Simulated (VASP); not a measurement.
# Lu3AlN4 (Pmmm) in VASP: single point with r2SCAN

Aim: the single point of Lu3AlN4 with r2SCAN.

All numbers are computed with VASP 6.6.1; they aren't measurements. Logs are shortened: lines on timing, memory, paths and dates and some standing lists are left out, and cuts for length are marked.

**1. Starting point**

It takes space group Pmmm (No. 47, orthorhombic). The conventional cell has a = 3.262 Å, b = 4.703 Å, c = 6.522 Å, α = 90.00°, β = 90.00°, γ = 90.00°. Around Lu (site symmetry mm2) lie 6 N at 2.27 to 2.35 Å. Lu (site symmetry mmm) is surrounded by 6 N at 2.35 to 2.41 Å. Around Al (site symmetry mmm) lie 6 N at 2.21 to 2.35 Å. N (site symmetry mmm) is surrounded by 6 Lu at 2.34 to 2.35 Å. N (site symmetry mm2) has 2 Al at 2.21 Å and 4 Lu at 2.35 to 2.41 Å as nearest neighbours. N (site symmetry mmm) has 4 Lu at 2.27 Å and 2 Al at 2.35 Å as nearest neighbours.

The cell was built by a generator and needn't be a form met in nature.

**2. Single point, r2SCAN**

Input file INCAR:

```
ALGO = Normal
EDIFF = 1E-6
ENCUT = 520
ISIF = 2
ISMEAR = 0
KPAR = 8
LASPH = T
LCHARG = F
LMIXTAU = T
LREAL = F
LWAVE = F
METAGGA = R2SCAN
NELM = 150
PREC = Accurate
SIGMA = 0.1
```

Input file KPOINTS:

```
k-points
0
Gamma
  10 6 6
```

Input file POSCAR:

```
Lu3AlN4
1.0
    3.2617200000      0.0000000000      0.0000000000
    0.0000000000      4.7028000000      0.0000000000
    0.0000000000      0.0000000000      6.5215700000
Lu Al N
3 1 4
Direct
    0.5000000000      0.5000000000      0.2420490000
    0.0000000000      0.0000000000      0.5000000000
    0.5000000000      0.5000000000      0.7579510000
    0.0000000000      0.0000000000      0.0000000000
    0.0000000000      0.5000000000      0.5000000000
    0.5000000000      0.0000000000      0.7723660000
    0.0000000000      0.5000000000      0.0000000000
    0.5000000000      0.0000000000      0.2276340000
```

Potentials or basis: VASP PAW PBE potentials, release 64 (Lu, Al, N).

Command:

```sh
cat potpaw_PBE.64/Lu/POTCAR potpaw_PBE.64/Al/POTCAR potpaw_PBE.64/N/POTCAR > POTCAR
mpirun -np 8 vasp_std > vasp.out
```

OUTCAR:

```text
EDIFF = 1E-6
   ENCUT = 520
   ISIF = 2
   ISMEAR = 0
   LASPH = T
   LREAL = F
   METAGGA = R2SCAN
   NELM = 150
   PREC = Accurate

 ion  position               nearest neighbor table
   1  0.500  0.500  0.242-   7 2.27   7 2.27   5 2.34   5 2.34   8 2.35   8 2.35   3 3.16   4 3.27
                             4 3.27   4 3.27   4 3.27   2 3.32   2 3.32   2 3.32   2 3.32   3 3.36
   2  0.000  0.000  0.500-   5 2.35   5 2.35   8 2.41   6 2.41   6 2.41   8 2.41   4 3.26   4 3.26
                             3 3.32   3 3.32   1 3.32   3 3.32   1 3.32   1 3.32   1 3.32   3 3.32
   3  0.500  0.500  0.758-   7 2.27   7 2.27   5 2.34   5 2.34   6 2.35   6 2.35   1 3.16   4 3.27
                             4 3.27   4 3.27   4 3.27   2 3.32   2 3.32   2 3.32   2 3.32   1 3.36
   4  0.000  0.000  0.000-   6 2.21   8 2.21   6 2.21   8 2.21   7 2.35   7 2.35   2 3.26   2 3.26
                             3 3.27   1 3.27   1 3.27   3 3.27   3 3.27   1 3.27   1 3.27   3 3.27
   5  0.000  0.500  0.500-   1 2.34   3 2.34   1 2.34   3 2.34   2 2.35   2 2.35
   6  0.500  0.000  0.772-   4 2.21   4 2.21   3 2.35   3 2.35   2 2.41   2 2.41
   7  0.000  0.500  0.000-   1 2.27   3 2.27   1 2.27   3 2.27   4 2.35   4 2.35
   8  0.500  0.000  0.228-   4 2.21   4 2.21   1 2.35   1 2.35   2 2.41   2 2.41

  LATTYP: Found a simple orthorhombic cell.
 ALAT       =     3.2617200000
 B/A-ratio  =     1.4418159744
 C/A-ratio  =     1.9994266829

  Lattice vectors:

 A1 = (   3.2617200000,   0.0000000000,   0.0000000000)
 A2 = (   0.0000000000,   4.7028000000,   0.0000000000)
 A3 = (   0.0000000000,   0.0000000000,   6.5215700000)

Analysis of symmetry for initial positions (statically):
=====================================================================
 Subroutine PRICEL returns:
 Original cell was already a primitive cell.

 Routine SETGRP: Setting up the symmetry group for a
 simple orthorhombic supercell.

 Subroutine GETGRP returns: Found  8 space group operations
 (whereof  8 operations were pure point group operations)
 out of a pool of  8 trial point group operations.

The static configuration has the point symmetry D_2h.

Analysis of symmetry for dynamics (positions and initial velocities):
=====================================================================
 Subroutine PRICEL returns:
 Original cell was already a primitive cell.

 Routine SETGRP: Setting up the symmetry group for a
 simple orthorhombic supercell.

 Subroutine GETGRP returns: Found  8 space group operations
 (whereof  8 operations were pure point group operations)
 out of a pool of  8 trial point group operations.

The dynamic configuration has the point symmetry D_2h.

 Subroutine INISYM returns: Found  8 space group operations
 (whereof  8 operations are pure point group operations),
 and found     1 'primitive' translations

----------------------------------------------------------------------------------------

                                     Primitive cell

  volume of cell :     100.0358

  direct lattice vectors                    reciprocal lattice vectors
     3.261720000  0.000000000  0.000000000     0.306586709  0.000000000  0.000000000
     0.000000000  4.702800000  0.000000000     0.000000000  0.212639279  0.000000000
     0.000000000  0.000000000  6.521570000     0.000000000  0.000000000  0.153337310

  length of vectors
     3.261720000  4.702800000  6.521570000     0.306586709  0.212639279  0.153337310

  position of ions in fractional coordinates (direct lattice)
     0.500000000  0.500000000  0.242049000
     0.000000000  0.000000000  0.500000000
     0.500000000  0.500000000  0.757951000
     0.000000000  0.000000000  0.000000000
     0.000000000  0.500000000  0.500000000
     0.500000000  0.000000000  0.772366000
     0.000000000  0.500000000  0.000000000
     0.500000000  0.000000000  0.227634000

  ion indices of the primitive-cell ions
   primitive index   ion index
                 1           1
                 2           2
                 3           3
                 4           4
                 5           5
                 6           6
                 7           7
                 8           8

----------------------------------------------------------------------------------------

 KPOINTS: k-points

Automatic generation of k-mesh.
 Grid dimensions read from file:
 generate k-points for:   10    6    6

 Generating k-lattice:

  Cartesian coordinates                     Fractional coordinates (reciprocal lattice)
     0.030658671  0.000000000  0.000000000     0.100000000  0.000000000  0.000000000
     0.000000000  0.035439880  0.000000000     0.000000000  0.166666667  0.000000000
     0.000000000  0.000000000  0.025556218     0.000000000  0.000000000  0.166666667

  Length of vectors
     0.030658671  0.035439880  0.025556218

  Shift w.r.t. Gamma in fractional coordinates (k-lattice)
     0.000000000  0.000000000  0.000000000

 Subroutine IBZKPT returns following result:
 ===========================================

 Found     96 irreducible k-points:

 Following reciprocal coordinates:
            Coordinates               Weight
  0.000000  0.000000  0.000000      1.000000
  0.100000  0.000000  0.000000      2.000000
  0.200000  0.000000  0.000000      2.000000
  0.300000  0.000000  0.000000      2.000000
  0.400000  0.000000  0.000000      2.000000
  0.500000  0.000000  0.000000      1.000000
[... 16 lines left out ...]
  0.400000  0.500000  0.000000      2.000000
  0.500000  0.500000  0.000000      1.000000
 [... further k-points ...]
   k-points           NKPTS =     96   k-points in BZ     NKDIM =     96   number of bands    NBANDS=     58
   number of dos      NEDOS =    301   number of ions     NIONS =      8
   total plane-waves  NPLWV =  43200
   dimension x,y,z NGX =    24 NGY =   36 NGZ =   50
   dimension x,y,z NGXF=    48 NGYF=   72 NGZF=  100
   ions per type =               3   1   4
   NGX,Y,Z   is equivalent  to a cutoff of  12.23, 12.73, 12.75 a.u.
   NGXF,Y,Z  is equivalent  to a cutoff of  24.47, 25.45, 25.49 a.u.
 SYSTEM =  unknown system
   PREC   = accura    normal or accurate (medium, high low for compatibility)
   ISTART =      0    job   : 0-new  1-cont  2-samecut
   ICHARG =      2    charge: 1-file 2-atom 10-const
   ISPIN  =      1    spin polarized calculation?
   LNONCOLLINEAR =      F non collinear calculations
   LSORBIT =      F    spin-orbit coupling
   LASPH  =      T    aspherical Exc in radial PAW
   ENCUT  =  520.0 eV  38.22 Ry    6.18 a.u.   6.06  8.74 12.13*2*pi/ulx,y,z
   NELM   =    150;   NELMIN=  2; NELMDL= -5     # of ELM steps
   EDIFF  = 0.1E-05   stopping-criterion for ELM
   LREAL  =      F    real-space projection
   EDIFFG = 0.1E-04   stopping-criterion for IOM
   NSW    =      0    number of steps for IOM
   IBRION =     -1    ionic relax: 0-MD 1-quasi-New 2-CG
   NFREE  =      0    steps in history (QN), initial steepest desc. (CG)
   ISIF   =      2    stress and relaxation
   ISYM   =      2    0-nonsym 1-usesym 2-fastsym
   POTIM  = 0.5000    time-step for ionic-motion
   TEBEG  =    0.0;   TEEND  =   0.0 temperature during run
   PSTRESS=    0.0 pullay stress
   NELECT =      98.0000    total number of electrons
   NUPDOWN=      -1.0000    fix difference up-down
   EMIN   =  10.00;   EMAX   =-10.00  energy-range for DOS
   EFERMI =   0.00;   METHOD = LEGACY
   ISMEAR =     0;   SIGMA  =   0.10  broadening in eV -4-tet -1-fermi 0-gaus
   EFERMI_NEDOS =   21; number of points for ismear=-14 and -15
   IALGO  =     38    algorithm
   IMIX   =      4    mixing-type and parameters
     AMIX     =   0.40;   BMIX     =  1.00
     AMIX_MAG =   1.60;   BMIX_MAG =  1.00
  volume/ion in A,a.u.               =      12.50        84.38
  Fermi-wavevector in a.u.,A,eV,Ry     =   1.625917  3.072538 35.968450  2.643607
  Thomas-Fermi vector in A             =   2.718962
   LORBIT       =      0    0 simple, 1 ext, 2 COOP (PROOUT), +10 PAW based schemes
   METAGGA = R2SCAN    functional components
   LHFCALC =     F    Hartree Fock is set to
   AEXX    =    0.0000 exact exchange contribution
   IVDW    =     0    specifies the selected vdW correction
   LEPSILON=     F    determine dielectric tensor
   LRPA    =     F    only Hartree local field effects (RPA)
 non-spin polarized calculation
 Gauss-broadening in eV      SIGMA  =   0.10
  energy-cutoff  :      520.00
  volume of cell :      100.04
 maximum number of plane-waves:      2720
   NGX = 13   NGY = 17   NGZ = 25

 number of electron      97.9999981 magnetization

 Free energy of the ion-electron system (eV)
  ---------------------------------------------------
  ext. energy  EPLUGINS =         0.00000000
  ---------------------------------------------------
  free energy    TOTEN  =      -171.37437297 eV

  energy without entropy =     -171.37437286  energy(sigma->0) =     -171.37437292

 E-fermi :   4.7768     XC(G=0): -13.1791

 val. band max:        4.4908484026   @ k =   0.0000   0.0000   0.0000
 cond. band min:       5.0600051206   @ k =   0.5000   0.0000   0.0000
 fundamental gap:      0.5691567180
 Fermi energy:         4.7768424114

 k-point     1 :       0.0000    0.0000    0.0000
  band No.  band energies     occupation
      1     -52.1965      2.00000
      2     -51.4763      2.00000
      3     -51.4501      2.00000
      4     -22.4014      2.00000
      5     -22.3928      2.00000
      6     -22.1292      2.00000
[... 50 lines left out ...]
     57      10.7460      0.00000
     58      10.9778      0.00000

 k-point     2 :       0.1000    0.0000    0.0000
  band No.  band energies     occupation
      1     -52.1942      2.00000
      2     -51.4740      2.00000
      3     -51.4478      2.00000
      4     -22.3881      2.00000
      5     -22.3835      2.00000
      6     -22.1996      2.00000
[... 50 lines left out ...]
     57      10.6170      0.00000
     58      10.8369      0.00000
[... 1279 lines left out ...]
     57      11.2066      0.00000
     58      12.1129      0.00000

 k-point    24 :       0.5000    0.5000    0.0000
  band No.  band energies     occupation
      1     -52.1721      2.00000
      2     -51.4519      2.00000
      3     -51.4257      2.00000
      4     -22.7140      2.00000
      5     -22.4890      2.00000
      6     -22.2662      2.00000
[... 50 lines left out ...]
     57      11.9858      0.00000
     58      12.0111      0.00000

 [... further k-points ...]

------------------------ aborting loop because EDIFF is reached ----------------------------------------

  FORCE on cell =-STRESS in cart. coord.  units (eV):
  Direction    XX          YY          ZZ          XY          YZ          ZX
  --------------------------------------------------------------------------------------
  -------------------------------------------------------------------------------------
  Total       -1.9667483     -2.0132984     -1.8628107     -0.0000000      0.0000000      0.0000000
  in kB      -31.4995260    -32.2450746    -29.8348573     -0.0000000      0.0000000      0.0000000
  external PRESSURE =     -31.1931526 kB  Pullay stress =       0.0000000 kB

 VOLUME and BASIS-vectors are now :
 -----------------------------------------------------------------------------
  energy-cutoff  :      520.00
  volume of cell :      100.04
      direct lattice vectors                 reciprocal lattice vectors
     3.261720000  0.000000000  0.000000000     0.306586709  0.000000000  0.000000000
     0.000000000  4.702800000  0.000000000     0.000000000  0.212639279  0.000000000
     0.000000000  0.000000000  6.521570000     0.000000000  0.000000000  0.153337310

 POSITION                                       TOTAL-FORCE (eV/Angst)
 -----------------------------------------------------------------------------------
      1.63086      2.35140      1.57854         0.000000     -0.000000     -0.079356
      0.00000      0.00000      3.26078         0.000000      0.000000      0.000000
      1.63086      2.35140      4.94303         0.000000      0.000000      0.079356
      0.00000      0.00000      0.00000         0.000000      0.000000      0.000000
      0.00000      2.35140      3.26078         0.000000      0.000000      0.000000
      1.63086      0.00000      5.03704         0.000000      0.000000      0.011994
      0.00000      2.35140      0.00000         0.000000      0.000000      0.000000
      1.63086      0.00000      1.48453        -0.000000      0.000000     -0.011994
 -----------------------------------------------------------------------------------
    total drift:                                0.000000     -0.000000     -0.000000

  FREE ENERGIE OF THE ION-ELECTRON SYSTEM (eV)
  ---------------------------------------------------
  free  energy   TOTEN  =      -171.3743729689 eV

  energy  without entropy=     -171.3743728622  energy(sigma->0) =     -171.37437292
```

Run time: 3 min. Hardware: 8 MPI ranks of Intel Xeon Platinum 8488C (Sapphire Rapids), shared host; peak memory 0.56 GiB.

What came out:

| Quantity | Value |
| --- | --- |
| Free energy | -171.3744 eV |
| Pressure | -3.1 GPa |
| Largest force | 0.079 eV/Å |
| Band gap on the k mesh | 0.57 eV, indirect (least direct gap 0.63 eV) |

Forces in eV/Å, atoms in the order of the input:
```
Lu   0.000  0.000 -0.079
Lu   0.000  0.000  0.000
Lu   0.000  0.000  0.079
Al   0.000  0.000  0.000
N    0.000  0.000  0.000
N    0.000  0.000  0.012
N    0.000  0.000  0.000
N    0.000  0.000 -0.012
```

Levels at points of the mesh, in eV from the valence-band top:
```
           k point  band 45  band 46  band 47  band 48  band 49  band 50  band 51  band 52  band 53  band 54
(0.00, 0.00, 0.00)    -1.56    -1.22    -0.12    -0.03     0.00     0.63     2.55     3.72     3.89     4.16
(0.50, 0.00, 0.00)    -1.81    -1.15    -0.95    -0.94    -0.74     0.57     0.75     3.92     5.57     6.45
(0.00, 0.50, 0.00)    -2.12    -1.86    -1.40    -0.43    -0.42     1.55     2.38     4.40     5.56     5.88
(0.50, 0.50, 0.00)    -2.81    -2.40    -1.92    -1.87    -1.77     4.47     4.68     4.84     5.27     5.28
(0.00, 0.00, 0.50)    -1.54    -1.51    -1.00    -0.99    -0.80     2.61     3.33     3.52     4.23     4.35
(0.50, 0.00, 0.50)    -1.69    -1.63    -1.55    -1.36    -1.10     1.70     2.23     3.50     3.71     4.98
(0.00, 0.50, 0.50)    -2.22    -1.80    -1.72    -1.46    -1.39     3.02     3.68     4.16     4.93     5.45
(0.50, 0.50, 0.50)    -2.60    -2.35    -2.11    -1.86    -1.30     4.50     4.91     4.99     5.26     5.48
```

Caveat: the PAW data sets were made with another functional, which shifts forces and pressure a little; spin-orbit coupling is left out, which moves the levels of the heavy elements.
